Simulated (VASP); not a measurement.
# ZnS (Sphalerite): what each functional gives, and what it costs, part 2 of 3

Which functional reproduces the measured band gap of ZnS (Sphalerite), and what does it cost? LASPH is on for some levels and off for others; the table marks which. The start is a cell from a database of measured crystal structures.

VASP 6.6.1, plane waves and PAW; the level of theory is named at each step.

So far, least gap on mesh and path (eV): step 2 (bands, level LDA) 1.86; step 3 (bands, level PBE) 2.10; step 4 (bands, level r2SCAN) 2.66; step 5 (bands, level TB-mBJ) 3.69; step 6 (bands, level AM05) 2.08.

## (7) Bands with SCAN

This step: SCAN; plane waves and PAW (Zn, S) (VASP 6.6.1).

SCAN adds the kinetic-energy density; it is numerically more delicate than r2SCAN.

The input, INCAR:

```
SYSTEM = ZnS
PREC = Accurate
ENCUT = 400
EDIFF = 1E-06
NELM = 100
ISMEAR = 0
SIGMA = 0.02
LREAL = .FALSE.
ALGO = Normal
METAGGA = SCAN
LASPH = .TRUE.
NBANDS = 21
LORBIT = 11
LWAVE = .FALSE.
LCHARG = .FALSE.
KPAR = 4
```

The input, POSCAR:

```
ZnS
1.0
    0.0000000000      2.7046500000      2.7046500000
    2.7046500000      0.0000000000      2.7046500000
    2.7046500000      2.7046500000      0.0000000000
Zn S
1 1
Direct
    0.0000000000      0.0000000000      0.0000000000
    0.2500000000      0.2500000000      0.2500000000
```

The input, KPOINTS:

```
Automatic mesh
0
Gamma
5 5 5
0 0 0
```

The input, KPOINTS_OPT:

```
Line mode
16
Line-mode
Reciprocal
  0.00000000   0.00000000   0.00000000 GAMMA
  0.50000000   0.00000000   0.50000000 X

  0.50000000   0.00000000   0.50000000 X
  0.50000000   0.25000000   0.75000000 W

  0.50000000   0.25000000   0.75000000 W
  0.37500000   0.37500000   0.75000000 K

  0.37500000   0.37500000   0.75000000 K
  0.00000000   0.00000000   0.00000000 GAMMA

  0.00000000   0.00000000   0.00000000 GAMMA
  0.50000000   0.50000000   0.50000000 L

  0.50000000   0.50000000   0.50000000 L
  0.62500000   0.25000000   0.62500000 U

  0.62500000   0.25000000   0.62500000 U
  0.50000000   0.25000000   0.75000000 W

  0.50000000   0.25000000   0.75000000 W
  0.50000000   0.50000000   0.50000000 L

  0.50000000   0.50000000   0.50000000 L
  0.37500000   0.37500000   0.75000000 K

  0.62500000   0.25000000   0.62500000 U
  0.50000000   0.00000000   0.50000000 X
```

The projector-augmented-wave data sets are Zn and S (PBE family, release 64).

Command:

```sh
$ mpirun -np 4 vasp_std
```

The job ended after 98 s (4 MPI ranks of Intel Xeon Platinum 8488C (Sapphire Rapids), shared host; peak memory 0.6 GiB).

The electronic bands at the labelled points (eV, zero at the valence-band top; v1 is the highest filled band, c1 the lowest empty one):

```csv
point,v4,v3,v2,v1,c1,c2,c3,c4
Γ,-5.94,0.00,0.00,0.00,2.60,6.88,6.88,6.88
0.47 of the way,-5.90,-2.37,-1.14,-1.14,4.89,5.09,8.87,8.87
X,-5.74,-4.62,-2.27,-2.27,3.71,4.45,11.66,12.74
0.47 of the way,-5.66,-4.63,-2.52,-2.51,4.50,5.18,10.41,10.74
W,-5.56,-4.64,-2.80,-2.78,6.03,6.55,8.44,8.68
0.53 of the way,-5.59,-4.66,-3.08,-2.18,5.10,6.43,9.10,9.64
K,-5.61,-4.68,-3.17,-1.85,4.49,6.40,9.92,10.39
0.47 of the way,-5.90,-3.32,-1.90,-0.58,5.10,7.01,7.42,7.93
Γ,-5.94,0.00,0.00,0.00,2.60,6.88,6.88,6.88
0.47 of the way,-5.94,-2.62,-0.43,-0.43,3.93,7.26,7.49,7.49
L,-5.75,-5.39,-0.89,-0.89,3.76,7.38,7.38,9.35
0.47 of the way,-5.71,-5.09,-2.05,-1.23,4.82,6.65,8.30,9.26
U,-5.61,-4.68,-3.17,-1.85,4.49,6.40,9.92,10.39
0.53 of the way,-5.59,-4.65,-3.06,-2.27,5.26,6.44,8.95,9.49
W,-5.56,-4.64,-2.80,-2.78,6.03,6.55,8.44,8.68
0.47 of the way,-5.68,-4.91,-2.49,-1.57,5.44,6.31,8.35,9.69
L,-5.75,-5.39,-0.89,-0.89,3.76,7.38,7.38,9.35
0.47 of the way,-5.71,-5.09,-2.05,-1.23,4.82,6.65,8.30,9.26
K,-5.61,-4.68,-3.17,-1.85,4.49,6.40,9.92,10.39
jump to U,-5.61,-4.68,-3.17,-1.85,4.49,6.40,9.92,10.39
0.47 of the way,-5.68,-4.63,-2.69,-2.14,4.07,5.06,10.86,11.66
X,-5.74,-4.62,-2.27,-2.27,3.71,4.45,11.66,12.74
```

Of the projections kept (Zn, S), the largest for each band there; the rest of the weight can lie on other orbitals:

```csv
point,v4,v3,v2,v1,c1,c2,c3,c4
Γ,Zn 1.00,S 0.74,S 0.74,S 0.74,Zn 0.52,Zn 0.98,Zn 0.98,Zn 0.98
X,Zn 0.97,Zn 0.71,S 0.71,S 0.71,Zn 0.79,Zn 0.81,S 0.77,Zn 0.60
W,Zn 0.97,Zn 0.57,S 0.71,S 0.58,S 0.58,Zn 0.55,Zn 0.77,Zn 0.78
K,Zn 0.97,Zn 0.58,S 0.61,S 0.70,Zn 0.79,Zn 0.51,S 0.60,Zn 0.65
Γ,Zn 1.00,S 0.74,S 0.74,S 0.74,Zn 0.52,Zn 0.98,Zn 0.98,Zn 0.98
L,Zn 0.98,S 0.55,S 0.72,S 0.72,Zn 0.71,Zn 0.92,Zn 0.92,S 0.77
```

The gap is 2.60 eV, direct at Γ. Against LDA that is +0.74 eV; this run took 3.2 times the core time. The direct gap lies -1.25 eV from the measured 3.85 eV.

## (8) Starting orbitals for the hybrid

This step: PBE; plane waves and PAW (Zn, S) (VASP 6.6.1).

A hybrid converges badly from random orbitals, so a cheap semilocal run writes a WAVECAR on the same mesh first.

The input, INCAR:

```
SYSTEM = ZnS
PREC = Accurate
ENCUT = 400
EDIFF = 1E-05
NELM = 100
ISMEAR = 0
SIGMA = 0.02
LREAL = .FALSE.
ALGO = Normal
GGA = PE
NBANDS = 15
LORBIT = 11
LWAVE = .TRUE.
LCHARG = .FALSE.
KPAR = 4
```

POSCAR is that of step 7.

KPOINTS is that of step 7.

Command:

```sh
$ mpirun -np 4 vasp_std
```

The job ended after 5.6 s (4 MPI ranks; peak memory 0.54 GiB; 14 s of CPU time).

The gap is read on the k-mesh alone, so it is an upper bound where the band edges lie off the mesh.

A gap read on the k-mesh alone can miss the band edges.

This step gave:

| Property | Result |
| --- | --- |
| SCF cycles | 11 |
| bands | 15 |
| free energy (TOTEN) | -6.834 eV |
| Fermi energy | 2.251 eV |
| pressure | 1.354 GPa |
| gap on the k-mesh | 2.096 eV |
| least direct gap on the k-mesh | 2.096 eV |

## (9) Bands with HSE06

This step: HSE06; plane waves and PAW (Zn, S) (VASP 6.6.1).

HSE06 mixes in a quarter of exact exchange at short range, at far higher cost; in semiconductors this cures much of the gap error, while metals seldom gain.

The input, INCAR:

```
SYSTEM = ZnS
PREC = Accurate
ENCUT = 400
EDIFF = 1E-06
NELM = 100
ISMEAR = 0
SIGMA = 0.02
LREAL = .FALSE.
ALGO = Normal
LHFCALC = .TRUE.
AEXX = 0.25
GGA = PE
HFSCREEN = 0.2
LASPH = .TRUE.
NBANDS = 15
PRECFOCK = Fast
LORBIT = 11
LWAVE = .FALSE.
LCHARG = .FALSE.
KPAR = 4
```

POSCAR is that of step 8.

KPOINTS is that of step 8.

KPOINTS_OPT, as its differences from that of step 7:

```diff
@@ -1,3 +1,3 @@
 Line mode
-16
+6
 Line-mode
```

The WAVECAR or CHGCAR of an earlier step is read.

Command:

```sh
$ mpirun -np 4 vasp_std
```

It took 8.6 min on 4 MPI ranks; peak memory 0.99 GiB.

The k-mesh is coarse for exact exchange; levels may shift by about 0.1 eV on a finer one.

The electronic bands at the labelled points (eV, zero at the valence-band top; v1 is the highest filled band, c1 the lowest empty one):

```csv
point,v4,v3,v2,v1,c1,c2,c3,c4
Γ,-7.40,0.00,0.00,0.00,3.33,7.70,7.70,7.70
0.40 of the way,-7.38,-2.09,-0.94,-0.94,5.44,6.21,9.27,9.27
X,-7.13,-4.98,-2.34,-2.34,4.40,5.28,12.55,13.70
0.40 of the way,-7.07,-4.93,-2.56,-2.53,5.01,5.85,11.57,12.02
W,-6.96,-4.82,-2.96,-2.85,6.80,7.55,9.25,9.44
0.40 of the way,-6.98,-4.84,-3.17,-2.44,6.20,7.38,9.64,10.15
K,-7.01,-4.88,-3.33,-1.91,5.24,7.30,10.77,11.29
0.40 of the way,-7.34,-3.95,-2.33,-0.76,6.14,7.99,8.19,9.04
Γ,-7.40,0.00,0.00,0.00,3.33,7.70,7.70,7.70
0.40 of the way,-7.40,-2.28,-0.35,-0.35,4.63,7.83,8.24,8.24
L,-7.17,-5.58,-0.91,-0.91,4.56,8.20,8.20,10.22
0.40 of the way,-7.12,-5.37,-1.88,-1.18,5.49,7.51,8.91,10.24
U,-7.01,-4.88,-3.33,-1.91,5.24,7.30,10.77,11.29
0.40 of the way,-6.99,-4.86,-3.26,-2.18,5.72,7.33,10.12,10.62
W,-6.96,-4.82,-2.96,-2.85,6.80,7.55,9.25,9.44
0.40 of the way,-7.05,-5.02,-2.83,-1.79,6.51,7.08,9.14,10.75
L,-7.17,-5.58,-0.91,-0.91,4.56,8.20,8.20,10.22
0.40 of the way,-7.12,-5.37,-1.88,-1.18,5.49,7.51,8.91,10.24
K,-7.01,-4.88,-3.33,-1.91,5.24,7.30,10.77,11.29
jump to U,-7.01,-4.88,-3.33,-1.91,5.24,7.30,10.77,11.29
0.40 of the way,-7.06,-4.93,-2.88,-2.18,4.85,6.08,11.61,12.39
X,-7.13,-4.98,-2.34,-2.34,4.40,5.28,12.55,13.70
```

Of the projections kept (Zn, S), the largest for each band there; the rest of the weight can lie on other orbitals:

```csv
point,v4,v3,v2,v1,c1,c2,c3,c4
Γ,Zn 1.00,S 0.78,S 0.78,S 0.78,Zn 0.50,Zn 0.98,Zn 0.98,Zn 0.98
X,Zn 0.96,Zn 0.58,S 0.74,S 0.74,Zn 0.78,Zn 0.83,S 0.77,Zn 0.59
W,Zn 0.96,Zn 0.51,S 0.66,S 0.73,S 0.59,Zn 0.56,Zn 0.76,Zn 0.75
K,Zn 0.96,Zn 0.52,S 0.68,S 0.74,Zn 0.79,Zn 0.52,S 0.61,Zn 0.64
Γ,Zn 1.00,S 0.78,S 0.78,S 0.78,Zn 0.50,Zn 0.98,Zn 0.98,Zn 0.98
L,Zn 0.98,S 0.57,S 0.76,S 0.76,Zn 0.71,Zn 0.92,Zn 0.92,S 0.78
```

The gap is 3.33 eV, direct at Γ. Against LDA that is +1.47 eV; this run took 17 times the core time, on fewer points of the path. The direct gap lies -0.52 eV from the measured 3.85 eV.

## (10) Bands with HSE03

This step: HSE03; plane waves and PAW (Zn, S) (VASP 6.6.1).

HSE03, as typed here, screens exact exchange more strongly than HSE06 (HFSCREEN 0.3 against 0.2).

INCAR, as its differences from that of step 9:

```diff
@@ -12,3 +12,3 @@
 GGA = PE
-HFSCREEN = 0.2
+HFSCREEN = 0.3
 LASPH = .TRUE.
```

POSCAR is that of step 9.

KPOINTS is that of step 9.

KPOINTS_OPT is that of step 9.

Command:

```sh
$ mpirun -np 4 vasp_std
```

It took 8.7 min on 4 MPI ranks; peak memory 0.99 GiB.

Electronic bands along the path, in eV, zero at the valence-band top; v1 is the highest filled band, c1 the lowest empty one:

```csv
point,v4,v3,v2,v1,c1,c2,c3,c4
Γ,-7.33,0.00,0.00,0.00,3.11,7.45,7.45,7.45
0.40 of the way,-7.31,-2.07,-0.93,-0.93,5.20,5.97,9.00,9.00
X,-7.06,-4.92,-2.31,-2.31,4.18,5.03,12.27,13.40
0.40 of the way,-7.00,-4.87,-2.52,-2.49,4.78,5.60,11.29,11.74
W,-6.89,-4.76,-2.92,-2.81,6.56,7.27,8.98,9.19
0.40 of the way,-6.91,-4.78,-3.13,-2.41,5.96,7.11,9.37,9.89
K,-6.94,-4.82,-3.28,-1.88,5.01,7.04,10.50,11.01
0.40 of the way,-7.27,-3.90,-2.30,-0.75,5.88,7.74,7.94,8.78
Γ,-7.33,0.00,0.00,0.00,3.11,7.45,7.45,7.45
0.40 of the way,-7.33,-2.25,-0.34,-0.34,4.39,7.58,7.99,7.99
L,-7.10,-5.51,-0.90,-0.90,4.32,7.95,7.95,9.96
0.40 of the way,-7.05,-5.29,-1.86,-1.17,5.24,7.26,8.65,9.96
U,-6.94,-4.82,-3.28,-1.88,5.01,7.04,10.50,11.01
0.40 of the way,-6.93,-4.80,-3.21,-2.15,5.48,7.07,9.84,10.35
W,-6.89,-4.76,-2.92,-2.81,6.56,7.27,8.98,9.19
0.40 of the way,-6.98,-4.96,-2.79,-1.77,6.26,6.83,8.87,10.49
L,-7.10,-5.51,-0.90,-0.90,4.32,7.95,7.95,9.96
0.40 of the way,-7.05,-5.29,-1.86,-1.17,5.24,7.26,8.65,9.96
K,-6.94,-4.82,-3.28,-1.88,5.01,7.04,10.50,11.01
jump to U,-6.94,-4.82,-3.28,-1.88,5.01,7.04,10.50,11.01
0.40 of the way,-6.99,-4.87,-2.84,-2.15,4.62,5.83,11.33,12.11
X,-7.06,-4.92,-2.31,-2.31,4.18,5.03,12.27,13.40
```

Of the projections kept (Zn, S), the largest for each band there; the rest of the weight can lie on other orbitals:

(Unchanged from step 9.)

The gap is 3.11 eV, direct at Γ. Against LDA that is +1.24 eV; this run took 17 times the core time, on fewer points of the path. The direct gap lies -0.74 eV from the measured 3.85 eV.

## (11) Bands with PBE0

This step: PBE0; plane waves and PAW (Zn, S) (VASP 6.6.1).

PBE0 keeps a quarter of exact exchange at all ranges; it tends to overshoot small gaps.

INCAR, as its differences from that of step 10:

```diff
@@ -12,3 +12,2 @@
 GGA = PE
-HFSCREEN = 0.3
 LASPH = .TRUE.
@@ -16,2 +15,3 @@
 PRECFOCK = Fast
+HFRCUT = -1
 LORBIT = 11
```

POSCAR is that of step 10.

KPOINTS is that of step 10.

KPOINTS_OPT is that of step 10.

Command:

```sh
$ mpirun -np 4 vasp_std
```

It took 8.7 min on 4 MPI ranks; peak memory 0.64 GiB.

The k-mesh is coarse for unscreened exact exchange, which converges slowly with it.

The electronic bands at the labelled points (eV, zero at the valence-band top; v1 is the highest filled band, c1 the lowest empty one):

```csv
point,v4,v3,v2,v1,c1,c2,c3,c4
Γ,-7.44,0.00,0.00,0.00,4.00,8.42,8.42,8.42
0.40 of the way,-7.42,-2.11,-0.95,-0.95,6.13,6.92,9.99,9.99
X,-7.17,-5.03,-2.36,-2.36,5.09,5.98,13.27,14.43
0.40 of the way,-7.11,-4.98,-2.58,-2.55,5.70,6.55,12.29,12.75
W,-7.00,-4.86,-3.00,-2.89,7.51,8.27,9.97,10.16
0.40 of the way,-7.02,-4.89,-3.21,-2.46,6.90,8.10,10.37,10.87
K,-7.05,-4.93,-3.37,-1.93,5.94,8.02,11.49,12.03
0.40 of the way,-7.38,-4.00,-2.36,-0.77,6.85,8.70,8.90,9.77
Γ,-7.44,0.00,0.00,0.00,4.00,8.42,8.42,8.42
0.40 of the way,-7.44,-2.30,-0.35,-0.35,5.32,8.54,8.96,8.96
L,-7.21,-5.64,-0.92,-0.92,5.25,8.92,8.92,10.93
0.40 of the way,-7.16,-5.42,-1.90,-1.19,6.18,8.21,9.63,10.96
U,-7.05,-4.93,-3.37,-1.93,5.94,8.02,11.49,12.03
0.40 of the way,-7.04,-4.91,-3.30,-2.20,6.41,8.05,10.84,11.35
W,-7.00,-4.86,-3.00,-2.89,7.51,8.27,9.97,10.16
0.40 of the way,-7.09,-5.08,-2.86,-1.81,7.22,7.78,9.86,11.48
L,-7.21,-5.64,-0.92,-0.92,5.25,8.92,8.92,10.93
0.40 of the way,-7.16,-5.42,-1.90,-1.19,6.18,8.21,9.63,10.96
K,-7.05,-4.93,-3.37,-1.93,5.94,8.02,11.49,12.03
jump to U,-7.05,-4.93,-3.37,-1.93,5.94,8.02,11.49,12.03
0.40 of the way,-7.10,-4.98,-2.91,-2.20,5.54,6.78,12.34,13.13
X,-7.17,-5.03,-2.36,-2.36,5.09,5.98,13.27,14.43
```

Of the projections kept (Zn, S), the largest for each band there; the rest of the weight can lie on other orbitals:

```csv
point,v4,v3,v2,v1,c1,c2,c3,c4
Γ,Zn 1.00,S 0.78,S 0.78,S 0.78,Zn 0.50,Zn 0.98,Zn 0.98,Zn 0.98
X,Zn 0.96,Zn 0.58,S 0.74,S 0.74,Zn 0.78,Zn 0.83,S 0.77,Zn 0.58
W,Zn 0.96,Zn 0.51,S 0.66,S 0.73,S 0.59,Zn 0.56,Zn 0.76,Zn 0.75
K,Zn 0.96,Zn 0.52,S 0.68,S 0.74,Zn 0.79,Zn 0.52,S 0.61,Zn 0.64
Γ,Zn 1.00,S 0.78,S 0.78,S 0.78,Zn 0.50,Zn 0.98,Zn 0.98,Zn 0.98
L,Zn 0.98,S 0.57,S 0.76,S 0.76,Zn 0.71,Zn 0.92,Zn 0.92,S 0.78
```

The gap is 4.00 eV, direct at Γ. Against LDA that is +2.13 eV; this run took 17 times the core time, on fewer points of the path. The direct gap lies +0.15 eV from the measured 3.85 eV.

## (12) Dielectric constant for the exchange share

This step: PBE; plane waves and PAW (Zn, S) (VASP 6.6.1).

The share of exact exchange of the next level is the inverse of the dielectric constant, which this PBE response run supplies.

The input, INCAR:

```
SYSTEM = ZnS
PREC = Accurate
ENCUT = 400
EDIFF = 1E-08
NELM = 100
ISMEAR = 0
SIGMA = 0.01
LREAL = .FALSE.
ALGO = Normal
GGA = PE
NBANDS = 15
LORBIT = 11
LWAVE = .FALSE.
LCHARG = .FALSE.
KPAR = 4
LEPSILON = .TRUE.
```

POSCAR is that of step 11.

The input, KPOINTS:

```
Automatic mesh
0
Gamma
13 13 13
0 0 0
```

Command:

```sh
$ mpirun -np 4 vasp_std
```

Wall time 5.6 min (4 MPI ranks); peak memory 1.6 GiB; 19 min of CPU time.

Energies printed during the response cycles are not total energies of the cell. The dielectric response converges more slowly with the mesh than energies do, so tensor and charges may still move on a finer one.

Numbers from this step:

```
irreducible k-points           : 84
Fermi energy                   : 2.145 eV
pressure                       : 1.328 GPa
gap on the k-mesh              : 2.099 eV
least direct gap on the k-mesh : 2.099 eV
```

Electronic dielectric tensor with local fields:

```
5.90 0.00 0.00
0.00 5.90 0.00
0.00 0.00 5.90
```

Born effective charge (e), principal values of the symmetric part by kind of site:

```csv
atom,atoms with these values,low,middle,high,mean
Zn1,1,2.00,2.00,2.00,2.00
S2,1,-2.00,-2.00,-2.00,-2.00
```

In full for Zn1:

```
2.00 0.00 0.00
0.00 2.00 0.00
0.00 0.00 2.00
```

Piezoelectric tensor with clamped ions (C/m²), by row:

```csv
field,xx,yy,zz,xy,yz,zx
x,0,0,0,0,-0.6733,0
y,0,0,0,0,0,-0.6733
z,0,0,0,-0.6733,0,0
```

The Born charges sum to zero; the printed set may have that rule imposed, so this is no test.

## (13) Bands with PBE-EpsX, ε∞ used 5.9

This step: PBE-EpsX, exact-exchange share 1/5.9; plane waves and PAW (Zn, S) (VASP 6.6.1).

Here the share of exact exchange is set to the inverse of the computed dielectric constant, since screening weakens exchange. A prediction first. If the gap is linear in the share of exact exchange, PBE (2.10 eV at 0) and PBE0 (4.00 eV at 0.250) give a slope of 7.61 eV per unit share, so a share of 0.170 should give 3.39 eV.

The input, INCAR:

```
SYSTEM = ZnS
PREC = Accurate
ENCUT = 400
EDIFF = 1E-06
NELM = 100
ISMEAR = 0
SIGMA = 0.02
LREAL = .FALSE.
ALGO = Normal
LHFCALC = .TRUE.
AEXX = 0.17
GGA = PE
LASPH = .TRUE.
NBANDS = 15
PRECFOCK = Fast
HFRCUT = -1
LORBIT = 11
LWAVE = .FALSE.
LCHARG = .FALSE.
KPAR = 4
```

POSCAR is that of step 12.

The input, KPOINTS:

```
Automatic mesh
0
Gamma
5 5 5
0 0 0
```

KPOINTS_OPT is that of step 11.

Command:

```sh
$ mpirun -np 4 vasp_std
```

The job ended after 8.5 min (4 MPI ranks; peak memory 0.63 GiB).

The share of exact exchange rests on that dielectric constant; a constant that is too large makes it too small.

The electronic bands at the labelled points (eV, zero at the valence-band top; v1 is the highest filled band, c1 the lowest empty one):

```csv
point,v4,v3,v2,v1,c1,c2,c3,c4
Γ,-6.92,0.00,0.00,0.00,3.38,7.76,7.76,7.76
0.40 of the way,-6.90,-2.07,-0.93,-0.93,5.50,6.29,9.30,9.30
X,-6.67,-4.89,-2.31,-2.31,4.54,5.36,12.53,13.64
0.40 of the way,-6.61,-4.86,-2.52,-2.50,5.14,5.92,11.57,12.02
W,-6.50,-4.78,-2.91,-2.84,6.93,7.55,9.29,9.54
0.40 of the way,-6.52,-4.80,-3.14,-2.42,6.31,7.42,9.69,10.21
K,-6.55,-4.84,-3.29,-1.89,5.35,7.35,10.81,11.30
0.40 of the way,-6.87,-3.90,-2.31,-0.76,6.17,8.08,8.27,9.09
Γ,-6.92,0.00,0.00,0.00,3.38,7.76,7.76,7.76
0.40 of the way,-6.92,-2.26,-0.35,-0.35,4.68,7.90,8.30,8.30
L,-6.70,-5.53,-0.90,-0.90,4.62,8.28,8.28,10.27
0.40 of the way,-6.65,-5.32,-1.86,-1.17,5.54,7.60,8.97,10.27
U,-6.55,-4.84,-3.29,-1.89,5.35,7.35,10.81,11.30
0.40 of the way,-6.53,-4.82,-3.22,-2.16,5.83,7.38,10.16,10.67
W,-6.50,-4.78,-2.91,-2.84,6.93,7.55,9.29,9.54
0.40 of the way,-6.59,-4.98,-2.80,-1.77,6.56,7.18,9.17,10.82
L,-6.70,-5.53,-0.90,-0.90,4.62,8.28,8.28,10.27
0.40 of the way,-6.65,-5.32,-1.86,-1.17,5.54,7.60,8.97,10.27
K,-6.55,-4.84,-3.29,-1.89,5.35,7.35,10.81,11.30
jump to U,-6.55,-4.84,-3.29,-1.89,5.35,7.35,10.81,11.30
0.40 of the way,-6.60,-4.86,-2.85,-2.15,4.98,6.15,11.62,12.38
X,-6.67,-4.89,-2.31,-2.31,4.54,5.36,12.53,13.64
```

Of the projections kept (Zn, S), the largest for each band there; the rest of the weight can lie on other orbitals:

```csv
point,v4,v3,v2,v1,c1,c2,c3,c4
Γ,Zn 1.00,S 0.77,S 0.77,S 0.77,Zn 0.50,Zn 0.98,Zn 0.98,Zn 0.98
X,Zn 0.97,Zn 0.62,S 0.74,S 0.74,Zn 0.78,Zn 0.82,S 0.77,Zn 0.59
W,Zn 0.96,Zn 0.53,S 0.64,S 0.73,S 0.59,Zn 0.55,Zn 0.76,Zn 0.76
K,Zn 0.97,Zn 0.53,S 0.66,S 0.73,Zn 0.79,Zn 0.51,S 0.62,Zn 0.64
Γ,Zn 1.00,S 0.77,S 0.77,S 0.77,Zn 0.50,Zn 0.98,Zn 0.98,Zn 0.98
L,Zn 0.98,S 0.56,S 0.75,S 0.75,Zn 0.71,Zn 0.91,Zn 0.91,S 0.78
```

The gap is 3.38 eV, direct at Γ. Against LDA that is +1.52 eV; this run took 17 times the core time, on fewer points of the path. The direct gap lies -0.47 eV from the measured 3.85 eV. The straight line predicted 3.39 eV, which is +0.01 eV off.

(Part 2 of 3 ends here.)

[Lines on the potential files, build, host, timing and source positions are cut from VASP's logs without a mark.]

[Logs are printed without paths, hosts, clocks, repeated set-up lines and the standing remarks that a program may print on its own settings, such as how far it seeks lower states.]

[Hosts, paths, dates, database ids (printed as entryN), source tags and the programs' standing remarks are cut or masked in the printed files.]

[A measured line is paired with the nearest computed mode of its activity, which favours agreement.]
